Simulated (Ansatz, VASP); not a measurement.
# WS2 (Tungstenite) in two plane-wave programs

One calculation is typed for both programs; each brings its own data sets and cutoff. How far apart do they land? The cell is taken from a series of VASP runs on this material, whose earlier steps may have relaxed, scaled or displaced it; both programs get it as it stands.

Program: Ansatz 0.2.0. Level of theory: plane waves, with VASP 6.6.1 beside it; band structure at HSE06. Results are calculated unless marked as measured.

## Step 1: The starting structure

Symmetry: P6_3/mmc, No. 194, hexagonal system. Conventional cell: a = 3.167 Å, b = 3.167 Å, c = 12.360 Å, α = 90.00°, β = 90.00°, γ = 120.00°. W has 6 S at 2.42 Å nearest. Nearest to S lie 3 W at 2.42 Å. Farther neighbours and most contacts between anions are not listed.

## Step 2: Ansatz: band structure, HSE06

Ansatz runs on its default PAW (the set named soft_2) files.

The same path points are solved in both programs, so levels can be compared one by one.

The input, input.yaml:

```yaml
crystal:
  lattice:
    - [3.1666065991, 0.0, 0.0]
    - [-1.5833032995, 2.7423617586, 0.0]
    - [0.0, 0.0, 12.3604180458]
  atoms:
    - { symbol: W, position: [0.3333333333, 0.6666666667, 0.25] }
    - { symbol: W, position: [0.6666666667, 0.3333333333, 0.75] }
    - { symbol: S, position: [0.3333333333, 0.6666666667, 0.6223351266] }
    - { symbol: S, position: [0.6666666667, 0.3333333333, 0.1223351266] }
    - { symbol: S, position: [0.3333333333, 0.6666666667, 0.8776648734] }
    - { symbol: S, position: [0.6666666667, 0.3333333333, 0.3776648734] }
hamiltonian:
  xc: { exchange: pbe, correlation: pbe, exx: { coeff: 0.25, omega: 0.2 } }
  pseudopotentials: { kind: paw }
kpoints:
  mp_grid: { grid: [5, 5, 2] }
  band_path:
    path:
      - [0.0, 0.0, 0.0]
      - [0.4, 0.0, 0.0]
      - [0.4, 0.2, 0.0]
      - [0.2, 0.2, 0.0]
      - [0.0, 0.0, 0.1]
      - [0.0, 0.0, 0.5]
      - [0.4, 0.0, 0.5]
      - [0.4, 0.2, 0.5]
      - [0.2, 0.2, 0.5]
      - [0.5, 0.0, 0.4]
      - [0.33333, 0.33333, 0.0]
      - [0.33333, 0.33333, 0.5]
    npoints: 1
scf:
  occupations: { method: gaussian, width: 0.05 }
  n_extra_bands: 9
output:
  forces: true
  stress: true
  eigenvalues: true
```

The run is started by

```
> ansatz run input.yaml --threads 4 --pin off --max-ram 9216MiB --backend cpu --events-out ev --progress --plain --runs-dir out
```

Numbers of over 12 decimals in the logs are rounded to 6 here.

The program printed:

```text
Warning: output.stress: scf.convergence.dr2_threshold = 1e-7 eV (the SCF's general default) is looser than the 6e-10 eV advised for a printed stress (1e-10 eV for each atom of the cell: 6). What an SCF threshold leaves in a stress goes as its square root, and in the free energy as the threshold itself, and one threshold admits the most on a small cell: [figures from the program's tests cut] Set scf.convergence.dr2_threshold to 6e-10 eV or tighter. The threshold is an SCF's pass mark: one that does not reach it within its budget of iterations ends unconverged, or closes short of it on a stop that the run arms, and scf.convergence.dr2_threshold's page says what that costs each kind of run
Warning: output.stress: scf.exx.energy_threshold = 1e-6 eV is looser than the 6e-8 eV advised for a stress under a hybrid functional (1e-8 eV for each atom of the cell: 6). Every SCF of the exchange loop can meet its threshold on dr2 while the loop round them stops early: no threshold on dr2 bounds what that leaves in the stress. Set scf.exx.energy_threshold to 6e-8 eV or tighter. The threshold is the loop's pass mark: a loop that does not reach it within its budget of cycles ends unconverged, and scf.exx.energy_threshold's page has the law
scf.n_extra_bands = 9 over 26 filled bands (N_el = 52.0): the run solves 35 bands
Engine: ansatz 0.2.0, aarch64-unknown-linux-gnu
Pseudopotentials: kind: paw
Pseudopotential: W, paw, valence charge 14, recommended cutoff 420 eV (normal), W.paw.azcp
Pseudopotential: S, paw, valence charge 6, recommended cutoff 420 eV (normal), S.paw.azcp
Functional definition: unnamed
  parameter a_1 = 0.25
  parameter omega_1 = 0.2/angstrom
  exchange = pbe_x + (-a_1)*pbe_x_sr(omega_1) + a_1*exact_x_sr(omega_1)
  correlation = pbe_c
Crystal: 6 atoms, lattice volume = 107.338 Å³
Basis set: ecut = 420 eV, 2069 PW (Γ), exchange–correlation on 48×48×180 points (8 copies of the dense FFT grid, shifted against one another)
Bands: 35, of which v1, the nominal top of the filled ones, is band 26 counted from 1 (25 counted from 0)
Symmetry: 24 space group operations
Space group: P63/mmc (ITA 194), of the structure as read, at distance tolerance 4.8e-5 Å
k-points: 10 of 50
Non-local potential: W, projectors of the file, l = 0: 3, l = 1: 2, l = 2: 2, l = 3: 1
Non-local potential: S, projectors of the file, l = 0: 2, l = 1: 2, l = 2: 2
PAW form: soft (Blöchl's): semilocal exchange-correlation on the pseudo side does not see the compensation charge
PAW frozen core: W, regenerated for the run's functional, and the local potential with it (the file was generated under x = pbe(κ = 0.804, μ = 0.219515), c = pbe(β = 0.066725))
PAW frozen core: S, regenerated for the run's functional, and the local potential with it (the file was generated under x = pbe(κ = 0.804, μ = 0.219515), c = pbe(β = 0.066725))
PAW one-centre angular grid: W, 590 points (default); XC on 64 Gauss nodes
PAW one-centre angular grid: S, 110 points (default); XC on 64 Gauss nodes
Initial density: superposition of atomic densities (neutral atoms: chi_scale 0, normalization atom), corrected by the library's trained network
Initial wavefunctions: pseudopotential atomic-orbital guess
Functional: x = pbe(κ = 0.804, μ = 0.219515), c = pbe(β = 0.066725), warm-up for x = pbe(κ = 0.804, μ = 0.219515) + 0.25 (exact − pbe) at short range (hse, ω = 0.2 Å⁻¹), c = pbe(β = 0.066725)
SCF iter   1: F=—  HF=-24382.756149 eV  |F-HF|=—  |Δ(HF+E_count)|=         —  Δρ=5.81e-3  dr2=2.08e-2  ethr=1.77e-3  ⟨swp⟩=6.5  Hψ=1461  notcnv=0
preconditioner: auto → none  [insulator: Δε(μ)=1.044 eV  Ē_g=9.162 eV  σ=0.050 eV  W_gap=1.00  n_scr=26 (ndim 8)  ℏωp=21.5 eV  f_vac=0.016  D(μ)=0.00/eV (n_scr^D=0)]
SCF iter   2: F=—  HF=-24382.765608 eV  |F-HF|=—  |Δ(HF+E_count)|=   9.46e-3  Δρ=4.00e-3  dr2=3.79e-2  ethr=3.99e-5  ⟨swp⟩=4.2  Hψ=1013  notcnv=0  defer=1
SCF iter   3: F=—  HF=-24382.762941 eV  |F-HF|=—  |Δ(HF+E_count)|=   2.67e-3  Δρ=2.42e-3  dr2=1.02e-2  ethr=3.99e-5  ⟨swp⟩=3.4  Hψ=854  notcnv=0
SCF iter   4: F=—  HF=-24382.763387 eV  |F-HF|=—  |Δ(HF+E_count)|=   4.47e-4  Δρ=1.08e-3  dr2=1.45e-3  ethr=1.96e-5  ⟨swp⟩=2.0  Hψ=616  notcnv=0
iter 5 solved again at ethr=2.34e-8 eV; its pass at ethr=2.79e-6 eV (dr2=1.22e-5 eV) is discarded
SCF iter   5: F=-24382.763792 eV  HF=-24382.763769 eV  |F-HF|=2.22e-5  |Δ(HF+E_count)|=   3.82e-4  Δρ=1.98e-4  dr2=1.22e-5  ethr=2.34e-8  ⟨swp⟩=3.9  Hψ=1442  notcnv=0
SCF 1 stopped early in 5 iterations: F = -24382.763792 eV  dr2 = 1.22e-5
  greatest PAW one-centre occupation: 0.999 electrons in one spin orbital (limit 2), on the W atom at site 1 (counted from 0), in its partial waves of l = 0
Initial density: handed on by an earlier stage of this run
Initial wavefunctions: those handed on with the density
Functional: x = pbe(κ = 0.804, μ = 0.219515) + 0.25 (exact − pbe) at short range (hse, ω = 0.2 Å⁻¹), c = pbe(β = 0.066725)
Exchange kernel: α = 0.2500, screened, ω = 0.2000 Å⁻¹, Wigner–Seitz truncation, v(0) = 1114.0807 eV·Å³, q-mesh 5×5×2, nearest image of the exchange supercell L = 15.83 Å, pair-density grid 15×15×54, without the augmentation charges, whose exchange is taken in its separable form by FFT convolution over the k-point mesh (sized by the pseudopotential files, 20×20×90 at the most), smooth part of the exact exchange by density-matrix convolution
Frozen-core exchange: fock
SCF iter   1: F=—  HF=-24386.863566 eV  |F-HF|=—  |Δ(HF+E_count)|=         —  Δρ=7.23e-3  dr2=1.03e-1  ethr=2.34e-7  ⟨swp⟩=9.2  Hψ=1917  notcnv=0
preconditioner: auto → none  [insulator: Δε(μ)=1.550 eV  Ē_g=10.670 eV  σ=0.050 eV  W_gap=1.00  n_scr=26 (ndim 8)  ℏωp=21.5 eV  f_vac=0.015  D(μ)=0.00/eV (n_scr^D=0)]
SCF iter   2: F=—  HF=-24386.866101 eV  |F-HF|=—  |Δ(HF+E_count)|=   2.54e-3  Δρ=6.48e-3  dr2=1.69e-1  ethr=2.34e-7  ⟨swp⟩=5.8  Hψ=1491  notcnv=0
SCF iter   3: F=—  HF=-24386.837031 eV  |F-HF|=—  |Δ(HF+E_count)|=   2.91e-2  Δρ=1.86e-3  dr2=3.54e-3  ethr=2.34e-7  ⟨swp⟩=5.0  Hψ=1420  notcnv=0
SCF iter   4: F=—  HF=-24386.848199 eV  |F-HF|=—  |Δ(HF+E_count)|=   1.12e-2  Δρ=1.06e-3  dr2=7.90e-4  ethr=2.34e-7  ⟨swp⟩=4.3  Hψ=1091  notcnv=0
SCF iter   5: F=—  HF=-24386.847950 eV  |F-HF|=—  |Δ(HF+E_count)|=   2.49e-4  Δρ=3.71e-4  dr2=8.83e-5  ethr=2.34e-7  ⟨swp⟩=3.4  Hψ=876  notcnv=0
SCF iter   6: F=—  HF=-24386.848176 eV  |F-HF|=—  |Δ(HF+E_count)|=   2.26e-4  Δρ=1.38e-4  dr2=1.64e-5  ethr=1.19e-7  ⟨swp⟩=3.8  Hψ=804  notcnv=0
SCF iter   7: F=-24386.848171 eV  HF=-24386.848172 eV  |F-HF|=1.34e-7  |Δ(HF+E_count)|=   4.68e-6  Δρ=1.11e-5  dr2=1.57e-6  ethr=2.89e-8  ⟨swp⟩=3.0  Hψ=801  notcnv=0
SCF 2 stopped early in 7 iterations: F = -24386.848171 eV  dr2 = 1.57e-6
  Residual-converged pass: ⟨swp⟩=4.0  Hψ=959  notcnv=0  max |occ|·‖R‖ = 6.4e-6 eV (tolerance 6.7e-6 eV)  dr2=1.57e-6  dr2_onsite=3.58e-9  max |Δocc| = 3.7e-116
hybrid outer 1: dexx = +1.410e-2 eV, tail = 1.54e-5 eV
Exchange kernel: α = 0.2500, screened, ω = 0.2000 Å⁻¹, Wigner–Seitz truncation, v(0) = 1114.0807 eV·Å³, q-mesh 5×5×2, nearest image of the exchange supercell L = 15.83 Å, pair-density grid 15×15×54, without the augmentation charges, whose exchange is taken in its separable form by FFT convolution over the k-point mesh (sized by the pseudopotential files, 20×20×90 at the most), smooth part of the exact exchange by density-matrix convolution
Frozen-core exchange: fock
SCF iter   1: F=—  HF=-24386.848129 eV  |F-HF|=—  |Δ(HF+E_count)|=         —  Δρ=4.77e-5  dr2=1.48e-6  ethr=1.48e-7  ⟨swp⟩=5.1  Hψ=937  notcnv=0
preconditioner: auto → none  [insulator: Δε(μ)=1.588 eV  Ē_g=10.623 eV  σ=0.050 eV  W_gap=1.00  n_scr=26 (ndim 8)  ℏωp=21.5 eV  f_vac=0.015  D(μ)=0.00/eV (n_scr^D=0)]
SCF iter   2: F=—  HF=-24386.848129 eV  |F-HF|=—  |Δ(HF+E_count)|=   5.17e-7  Δρ=1.58e-5  dr2=1.20e-7  ethr=2.60e-9  ⟨swp⟩=3.1  Hψ=767  notcnv=0
SCF iter   3: F=—  HF=-24386.848129 eV  |F-HF|=—  |Δ(HF+E_count)|=   1.98e-7  Δρ=3.97e-6  dr2=1.33e-8  ethr=1.76e-10  ⟨swp⟩=3.9  Hψ=783  notcnv=0
SCF iter   4: F=-24386.848129 eV  HF=-24386.848129 eV  |F-HF|=9.09e-11  |Δ(HF+E_count)|=   3.32e-9  Δρ=5.16e-7  dr2=7.77e-10  ethr=2.16e-11  ⟨swp⟩=3.0  Hψ=716  notcnv=0
SCF 3 converged in 4 iterations: F = -24386.848129 eV  dr2 = 7.77e-10
  Residual-converged pass: ⟨swp⟩=3.4  Hψ=861  notcnv=0  max |occ|·‖R‖ = 7.6e-7 eV (tolerance 7.7e-7 eV)  dr2=7.82e-10  dr2_onsite=1.19e-11  max |Δocc| = 1.8e-118
  greatest PAW one-centre occupation: 0.998 electrons in one spin orbital (limit 2), on the W atom at site 1 (counted from 0), in its partial waves of l = 0
hybrid outer 2: dexx = +3.597e-7 eV, tail = 7.95e-9 eV, Δε = 1.27e-3 eV (about 2.87e-5 eV left of the loop's levels), ΔF = 8.41e-4 eV/Å (tail 2.43e-4)
NSCF: frozen V_eff on 12 k-points
hybrid SCF converged: 2 outer / 11 inner (+5 warm-up), last move |dexx| = 3.60e-7 eV, tail = 7.95e-9 eV
Stability not checked: this state was not tested for a lower state beside it, because the functional holds exact exchange (a hybrid, or Hartree-Fock), whose exchange loop this test does not read (fock_operator; see scf.lower_state_search)
Free energy (F): -24386.848129 eV
Frozen-core exchange: fock
Harris-Foulkes:  -24386.848129 eV  (|F-HF|=9.09e-11)
Internal energy: -24386.848129 eV  (E = F + TS)
E sigma→0 (E₀):  -24386.848129 eV
Fermi energy:    12.028630 eV
--- Per-component energies (eV) ---
  E_band       = -468.443053
  E_kinetic    = 1327.475136
  E_local      = -3483.197270  (includes V_loc(G=0)·N_el)
  E_nonlocal   = 115.774499
  E_hartree    = 1377.694465
  E_xc         = -736.798376
  E_vxc        = -660.938245  (∫ρ·V_xc dr)
  E_exx        = -127.316358  (= α·E_x^exact, valence–valence)
  E_paw        = -19587.543270  (= ΣΔE_a)
  E_vpaw       = -268.313550  (= ΣTr[D̂ρ^β])
  E_aug_tail   = -0.000127  (compensation charges beyond the density's cutoff)
  E_ewald      = -3266.717993
  E_core_change = -6.218834  (= ΣΔE_core)
  E_smearing   = -0.000000  (= −TS)
  E_closure    = -0.000000  (closes the sum)
  Σ components = -24386.848129   (vs F -24386.848129, Δ=0.00e0)
--- Forces (eV/Å), atoms counted from 1 ---
  atom   1  W      0.00000000    -0.00000000     0.00000000
  atom   2  W     -0.00000000     0.00000000     0.00000000
  atom   3  S     -0.00000000    -0.00000000     0.62212811
  atom   4  S      0.00000000     0.00000000     0.62212811
  atom   5  S      0.00000000    -0.00000000    -0.62212811
  atom   6  S      0.00000000     0.00000000    -0.62212811
  max |Σ_I F_I| component: 1.85e-17 eV/Å
--- Stress (GPa, compression-positive) ---
       -2.182670       0.000000       0.000000
        0.000000      -2.182670       0.000000
        0.000000       0.000000      -2.791291
  P = ⅓ Tr σ = -2.3855 GPa (-23.855 kbar)
--- Band table (eV; the first three rows and the last of 10) ---
  k-point 0: bands = [... 22 lower, 8.8245, 9.4373, 9.9402, 11.2359, 14.2238, 14.2238, 14.2368, 14.2368, ... 5 higher]
  k-point 1: bands = [... 22 lower, 8.7936, 8.7936, 10.8784, 10.8784, 14.2204, 14.2204, 14.2204, 14.2204, ... 5 higher]
  k-point 2: bands = [... 22 lower, 8.4661, 9.3231, 9.7592, 9.9954, 13.2258, 13.7516, 14.0101, 14.1073, ... 5 higher]
  k-point 9: bands = [... 22 lower, 7.8987, 7.8987, 10.1812, 10.1812, 13.6060, 13.6060, 14.7792, 14.7792, ... 5 higher]
```

Elapsed: 59 s, on 4 threads of Arm Neoverse V1, shared host; peak memory 1.3 GiB; 3.5 min of CPU time.

Reading the cycles: dr2 is the Hartree energy of the density residual (eV), the measure of convergence; HF is the Harris–Foulkes estimate of the energy, which meets the free energy F at convergence.

[end of part 1 of 2]

[Lines on the potential files, build, host, timing and source positions are cut from VASP's logs without a mark.]

[Logs are printed without paths, hosts, clocks, repeated set-up lines and the standing remarks that a program may print on its own settings, such as how far it seeks lower states.]

[Hosts, paths, dates, database ids (printed as entryN), source tags and the programs' standing remarks are cut or masked in the printed files.]
